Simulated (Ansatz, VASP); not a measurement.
## ScInS3: VASP beside Ansatz

One calculation is typed for both programs; each brings its own data sets. How far apart do they land? The cell is generated by rule, not measured, and may not be a known phase. The cell is taken from a series of runs on this material, whose earlier steps may have relaxed, scaled, displaced or heated it; both programs get it as it stands.

Program: Ansatz 0.2.0. Level of theory: plane waves, with VASP 6.6.1 beside it; relaxation of cell and atoms at PBEsol. Results are calculated unless marked as measured.

### Step 1. Starting point

It takes space group P4mm (No. 99, tetragonal). The conventional cell has a = 4.440 Å, b = 4.440 Å, c = 6.190 Å, α = 90.00°, β = 90.00°, γ = 90.00°. Nearest to Sc lie 4 S at 2.56 Å. Nearest to In lie 5 S at 2.39 to 2.55 Å. Nearest to S lie 2 In at 2.55 Å and 2 Sc at 2.56 Å. S has 1 In at 2.39 Å nearest. Farther neighbours and most contacts between anions are not listed.

### Step 2. VASP: relaxation of cell and atoms, PBEsol, pair 1

The relaxed volume is the usual yardstick between codes: in a stiff, nearly cubic crystal its relative difference is about their pressure difference at one cell divided by the bulk modulus.

Lines of VASP's logs that name or quote its potential files are left out, and so is its time.

Contents of INCAR:

```
SYSTEM = ScInS3
PREC = Accurate
ENCUT = 500
EDIFF = 1E-07
NELM = 120
ISMEAR = 1
SIGMA = 0.2
LREAL = .FALSE.
ALGO = Normal
GGA = PS
NBANDS = 27
LASPH = .TRUE.
LORBIT = 11
LWAVE = .FALSE.
LCHARG = .FALSE.
ISIF = 3
IBRION = 2
NSW = 80
EDIFFG = -0.005
GGA_COMPAT = .FALSE.
NELMIN = 4
KPAR = 2
```

Contents of POSCAR:

```
ScInS3
1.0
    4.4395970000      0.0000000000      0.0000000000
    0.0000000000      4.4395970000      0.0000000000
    0.0000000000      0.0000000000      6.1904360000
Sc In S
1 1 3
Direct
    0.0000000000      0.0000000000      0.1628019416
    0.5000001126      0.5000001126      0.5736269626
    0.5000001126      0.0000000000      0.3697036848
    0.5000001126      0.5000001126      0.9594026980
    0.0000000000      0.5000001126      0.3697036848
```

Contents of KPOINTS:

```
Automatic mesh
0
Gamma
8 8 6
0 0 0
```

PAW data sets: Sc_sv, In_d and S (PBE family, release 64).

On the command line:

```console
$ mpirun -np 2 vasp_std
```

Numbers of over 12 decimals in the logs are rounded to 6 here.

The program printed:

```text
[banner, memory and clock lines left out]
running    2 mpi-ranks, on    1 nodes
 distrk:  each k-point on    1 cores,    2 groups
 distr:  one band on    1 cores,    1 groups

 POSCAR found type information on POSCAR ScInS
 POSCAR found :  3 types and       5 ions
|                                                                             |
|               ----> ADVICE to this user running VASP <----                  |
|                                                                             |
|     You enforced a specific xc type in the INCAR file but a different       |
|     [... a line on the potential file left out ...]
|     I HOPE YOU KNOW WHAT YOU ARE DOING!                                     |
|                                                                             |

 LDA part: xc-table for (Slater+PW92), standard interpolation
 POSCAR, INCAR and KPOINTS ok, starting setup
 FFT: planning ... GRIDC
 FFT: planning ... GRID_SOFT
 FFT: planning ... GRID
 WAVECAR not read
 entering main loop
       N       E                     dE             d eps       ncg     rms          rms(c)
DAV:   1     0.477347822528E+03    0.47735E+03   -0.19066E+04  3240   0.158E+03
DAV:   2     0.411448716202E+02   -0.43620E+03   -0.42992E+03  3248   0.464E+02
DAV:   3    -0.269215029388E+02   -0.68066E+02   -0.65936E+02  4732   0.174E+02
DAV:   4    -0.307925078101E+02   -0.38710E+01   -0.38594E+01  4824   0.426E+01
DAV:   5    -0.308930225906E+02   -0.10051E+00   -0.10042E+00  4936   0.708E+00    0.128E+01
DAV:   6    -0.271110395918E+02    0.37820E+01   -0.10439E+01  5184   0.393E+01    0.722E+00
DAV:   7    -0.270768635267E+02    0.34176E-01   -0.13693E+00  5248   0.747E+00    0.380E+00
DAV:   8    -0.270624091260E+02    0.14454E-01   -0.29997E-01  4935   0.590E+00    0.142E+00
DAV:   9    -0.270582199192E+02    0.41892E-02   -0.26253E-01  5181   0.525E+00    0.841E-01
DAV:  10    -0.270439575653E+02    0.14262E-01   -0.49278E-02  5055   0.224E+00    0.296E-01
DAV:  11    -0.270445503645E+02   -0.59280E-03   -0.31314E-03  5108   0.384E-01    0.131E-01
DAV:  12    -0.270449823666E+02   -0.43200E-03   -0.41755E-04  4313   0.137E-01    0.583E-02
DAV:  13    -0.270449818792E+02    0.48744E-06   -0.47543E-04  5040   0.225E-01    0.230E-02
DAV:  14    -0.270450190752E+02   -0.37196E-04   -0.45434E-05  3692   0.369E-02    0.863E-03
DAV:  15    -0.270450374406E+02   -0.18365E-04   -0.26352E-05  4288   0.324E-02    0.609E-03
DAV:  16    -0.270450402400E+02   -0.27994E-05   -0.69520E-06  3774   0.187E-02    0.507E-03
DAV:  17    -0.270450400360E+02    0.20402E-06   -0.48858E-07  4056   0.786E-03    0.135E-03
DAV:  18    -0.270450400885E+02   -0.52570E-07   -0.35474E-07  3875   0.502E-03
   1 F= -.27045040E+02 E0= -.27045413E+02  d E =-.270450E+02
[...]
2 F= -.27045109E+02 E0= -.27045486E+02  d E =-.688505E-04
[...]
3 F= -.27045114E+02 E0= -.27045490E+02  d E =-.736706E-04
[...]
4 F= -.27045127E+02 E0= -.27045502E+02  d E =-.131308E-04
[...]
5 F= -.27045130E+02 E0= -.27045505E+02  d E =-.163060E-04
 curvature:  -0.94 expect dE=-0.566E-05 dE for cont linesearch -0.262E-08
 trial: gam= 0.29906 g(F)=  0.402E-05 g(S)=  0.201E-05 ort = 0.242E-06 (trialstep = 0.111E+01)
 search vector abs. value=  0.806E-05
 bond charge predicted
       N       E                     dE             d eps       ncg     rms          rms(c)
DAV:   1    -0.270451225945E+02    0.73954E-05   -0.90159E-04  4042   0.515E-01    0.232E-02
DAV:   2    -0.270451338458E+02   -0.11251E-04   -0.16431E-04  3756   0.949E-02    0.729E-03
DAV:   3    -0.270451333008E+02    0.54502E-06   -0.59307E-06  5058   0.212E-02    0.467E-03
DAV:   4    -0.270451328847E+02    0.41606E-06   -0.87368E-07  5196   0.102E-02    0.213E-03
DAV:   5    -0.270451327712E+02    0.11352E-06   -0.84001E-08  2227   0.300E-03    0.104E-03
DAV:   6    -0.270451326896E+02    0.81604E-07   -0.42869E-08  1971   0.232E-03
   6 F= -.27045133E+02 E0= -.27045508E+02  d E =-.262446E-05
 trial-energy change:   -0.000003  1 .order   -0.000003   -0.000007    0.000001
 step:   0.9532(harm=  0.9532)  dis= 0.00035  next Energy=   -27.045133 (dE=-0.291E-05)
 reached required accuracy - stopping structural energy minimisation
```

OUTCAR, selected parts (step 2):

```text
ion  position               nearest neighbor table
   1  0.000  0.000  0.163-   3 2.56   5 2.56   3 2.56   5 2.56
   2  0.500  0.500  0.574-   4 2.39   3 2.55   5 2.55   3 2.55   5 2.55
   3  0.500  0.000  0.370-   2 2.55   2 2.55   1 2.56   1 2.56
   4  0.500  0.500  0.959-   2 2.39
   5  0.000  0.500  0.370-   2 2.55   2 2.55   1 2.56   1 2.56

  LATTYP: Found a simple tetragonal cell.
 ALAT       =     4.4395970000
 C/A-ratio  =     1.3943689033

 Subroutine GETGRP returns: Found  8 space group operations
 (whereof  8 operations were pure point group operations)

The static configuration has the point symmetry C_4v.

 Found     60 irreducible k-points:

   k-points           NKPTS =     60   k-points in BZ     NKDIM =     60   number of bands    NBANDS=     27

   dimension x,y,z NGX =    32 NGY =   32 NGZ =   48
   dimension x,y,z NGXF=    64 NGYF=   64 NGZF=   96

   ENCUT  =  500.0 eV  36.75 Ry    6.06 a.u.   8.09  8.09 11.29*2*pi/ulx,y,z

   NELECT =      42.0000    total number of electrons

 k-points in reciprocal lattice and weights: Automatic mesh
   0.00000000  0.00000000  0.00000000       0.003
   0.12500000  0.00000000  0.00000000       0.010
   0.25000000  0.00000000  0.00000000       0.010
   0.37500000  0.00000000  0.00000000       0.010
   0.50000000  0.00000000  0.00000000       0.005
   0.12500000  0.12500000  0.00000000       0.010
   0.25000000  0.12500000  0.00000000       0.021
   0.37500000  0.12500000  0.00000000       0.021
   0.50000000  0.12500000  0.00000000       0.010
[...]
0.50000000  0.37500000  0.50000000       0.010
   0.50000000  0.50000000  0.50000000       0.003

 average (electrostatic) potential at core
       1 -47.6947       2 -96.6762       3 -87.0153       4 -86.8004       5 -87.0153

 E-fermi :   4.4983

 k-point     1 :       0.0000    0.0000    0.0000
  band No.  band energies     occupation
    ...
     18       2.3198      2.00000
     19       2.5896      2.00000
     20       3.5246      2.00000
     21       3.5246      2.00000
     22       4.2486      2.07075
     23       5.3148     -0.00000
     24       5.5429     -0.00000
     25       6.6891     -0.00000
     26       6.9607     -0.00000
     27       6.9607     -0.00000

 k-point     2 :       0.1250    0.0000    0.0000
  band No.  band energies     occupation
    ...
     17       2.1794      2.00000
     18       2.2040      2.00000
     19       2.6675      2.00000
     20       2.9824      2.00000
     21       3.3920      2.00000
     22       4.6087      0.20519
     23       5.4220     -0.00000
     24       5.8492     -0.00000
     25       6.5979     -0.00000
     26       6.9580     -0.00000
    ...

 k-point     3 :       0.2500    0.0000    0.0000
  band No.  band energies     occupation
    ...
     17       1.8339      2.00000
     18       1.9056      2.00000
     19       2.3146      2.00000
     20       2.7210      2.00000
     21       3.2071      2.00000
     22       4.9804     -0.00342
     23       5.6196     -0.00000
     24       5.9523     -0.00000
     25       6.7104     -0.00000
     26       6.8753     -0.00000
    ...

  Total       -0.0038527     -0.0038527     -0.0092990      0.0000000      0.0000000      0.0000000
  in kB       -0.0505849     -0.0505849     -0.1220943      0.0000000      0.0000000      0.0000000
  external PRESSURE =      -0.0744213 kB  Pullay stress =       0.0000000 kB

  energy-cutoff  :      500.00
  volume of cell :      122.03
      direct lattice vectors                 reciprocal lattice vectors
     4.440313167  0.000000000  0.000000000     0.225209340  0.000000000  0.000000000
     0.000000000  4.440313167 -0.000000000     0.000000000  0.225209340  0.000000000
     0.000000000  0.000000000  6.189071032     0.000000000  0.000000000  0.161575137

 POSITION                                       TOTAL-FORCE (eV/Angst)
 -----------------------------------------------------------------------------------
      0.00000      0.00000      1.00461         0.000000     -0.000000     -0.000189
      2.22016      2.22016      3.55124         0.000000      0.000000      0.003963
      2.22016      0.00000      2.28928         0.000000     -0.000000     -0.002249
      2.22016      2.22016      5.93746         0.000000      0.000000      0.000722
      0.00000      2.22016      2.28928         0.000000     -0.000000     -0.002249
 -----------------------------------------------------------------------------------
    total drift:                               -0.000759     -0.000759      0.000723

  FREE ENERGIE OF THE ION-ELECTRON SYSTEM (eV)
  ---------------------------------------------------
  free  energy   TOTEN  =       -27.0451326896 eV

  energy  without entropy=      -27.0462580356  energy(sigma->0) =      -27.04550780

 reached required accuracy - stopping structural energy minimisation

 total charge
# of ion       s       p       d       tot
------------------------------------------
    1        2.165   6.104   0.974   9.243
    2        0.786   0.709   9.956  11.451
    3        1.340   2.416   0.000   3.756
    4        1.343   2.296   0.000   3.639
    5        1.340   2.416   0.000   3.756
--------------------------------------------------
tot          6.974  13.941  10.930  31.845

[... 3 further parts left out ...]
```

CONTCAR:

```
ScInS3
   1.00000000000000
     4.4403131672655523    0.0000000000000000    0.0000000000000000
     0.0000000000000000    4.4403131672655523   -0.0000000000000000
     0.0000000000000000    0.0000000000000000    6.1890710321425955
  Sc              In              S
     1     1     3
Direct
     0.0000000000000000    0.0000000000000000    0.1623206016186256
     0.5000001125999987    0.5000001125999987    0.5737917646619188
     0.5000001125999987    0.0000000000000000    0.3698905624107798
     0.5000001125999987    0.5000001125999987    0.9593454806978999
     0.0000000000000000    0.5000001125999987    0.3698905624107798
```

[end of part 1 of 3]

[Lines on the potential files, build, host, timing and source positions are cut from VASP's logs without a mark.]

[Logs are printed without paths, hosts, clocks, repeated set-up lines and the standing remarks that a program may print on its own settings, such as how far it seeks lower states.]

[Hosts, paths, dates, database ids (printed as entryN), source tags and the programs' standing remarks are cut or masked in the printed files.]
